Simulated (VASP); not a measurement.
```
CELL_PARAMETERS angstrom
      3.51007     0.00000     0.00000
      0.00000     3.51007     0.00000
      0.00000     0.00000     3.51007
ATOMIC_POSITIONS crystal
  Fe 0.00000 0.00000 0.00000
  Ni 0.00000 0.50000 0.50000
  Ni 0.50000 0.00000 0.50000
  Ni 0.50000 0.50000 0.00000
```
Starting moments (μB, in the order of the record's atoms Fe Ni Ni Ni): 3.2 0.7 0.7 0.7.

All values below come from r2SCAN meta-GGA, VASP's PBE PAW potentials (set 64) (plane waves; VASP). Numerical set-up: 480 eV cut-off, 8×8×8 Γ-centred mesh, first-order Methfessel-Paxton smearing of 0.10 eV, potentials Fe Ni.

Q: Estimate the cell moment, energy per atom (σ→0), band gap (on the k-mesh) with the smallest direct gap where there is one.

A: 
```yaml
band gap (on the k-mesh): none (metal, semimetal or under 0.01 eV)
cell_moment: 5.24 μB
energy per atom (σ→0): -12.674 eV/atom
```

Q: Give the moment on each site (PAW-sphere projection).

A: 
```csv
site,moment (μB)
Fe1,3.16
Ni2,0.72
Ni3,0.72
Ni4,0.72
```

The compound is Ni3Fe in the L1_2 structure. It was relaxed first.
